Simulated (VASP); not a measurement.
VASP runs on IrAu (space group R-3m) share one base input (PBE GGA, plane waves, VASP's PBE PAW potentials (set 64)) and change the settings named in each case.

**INCAR**
```
SYSTEM = IrAu
PREC = Accurate
ENCUT = 300
EDIFF = 1E-6
NELM = 100
ALGO = Normal
LREAL = .FALSE.
LASPH = .TRUE.
ISMEAR = -1
SIGMA = 0.1
GGA = PE
LMAXMIX = 6
LWAVE = .FALSE.
LCHARG = .FALSE.
ISIF = 2
```

KPOINTS:
```
Automatic mesh
0
Gamma
11 11 11
0 0 0
```

File POSCAR:
```
IrAu
1
    1.4265580000     0.8236230000     4.5579400000
   -1.4265580000     0.8236230000     4.5579400000
    0.0000000000    -1.6472470000     4.5579400000
Ir Au
1 1
Direct
  0.0000000000   0.0000000000   0.0000000000
  0.5000000000   0.5000000000   0.5000000000
```

POTCAR, in this order: Ir Au (PBE.64 set). Program: vasp_std.

```json
[
 {"change": "base run", "E(σ→0) (eV/atom)": "-5.6699", "pressure (GPa)": "-1.36", "−TS (eV)": "-0.0677"},
 {"change": "GGA = PS", "E(σ→0) (eV/atom)": "-6.4933", "pressure (GPa)": "(withheld)", "−TS (eV)": "(withheld)"},
 {"change": "GGA_COMPAT = .FALSE., LNONCOLLINEAR = .TRUE., LSORBIT = .TRUE., MAGMOM = 0.0 0.0 0.0 0.0 0.0 0.0, program vasp_ncl", "E(σ→0) (eV/atom)": "-6.0451", "pressure (GPa)": "(withheld)", "−TS (eV)": "(withheld)"},
 {"change": "KPOINTS 3×3×3 Γ-centred mesh", "E(σ→0) (eV/atom)": "-5.5493", "pressure (GPa)": "-0.11", "−TS (eV)": "-0.1270"}
]
```

Question: What belongs in the gaps?

Answer: 
- GGA_COMPAT = .FALSE., LNONCOLLINEAR = .TRUE., LSORBIT = .TRUE., MAGMOM = 0.0 0.0 0.0 0.0 0.0 0.0, program vasp_ncl, pressure (GPa): -0.84
- GGA_COMPAT = .FALSE., LNONCOLLINEAR = .TRUE., LSORBIT = .TRUE., MAGMOM = 0.0 0.0 0.0 0.0 0.0 0.0, program vasp_ncl, −TS (eV): -0.0670
- GGA = PS, pressure (GPa): -10.88
- GGA = PS, −TS (eV): -0.0681

Energies of different potentials or functionals have different zeros.  Unless said otherwise, spin-orbit coupling is left out, though it shifts the bands of the heavy elements here. At 300 eV the pressure can carry a Pulay error.

Left out are runs that ran out of time, are held back, or changed the cell or the kind of run, fixed moments of cells without a moment, rows past the twelfth, gaps on odd meshes, pressures of charged cells and columns that move by less than the noise.

The structure was generated: IrAu was put into an ordered model structure, which need not be its known phase. The cell was not relaxed at this level.
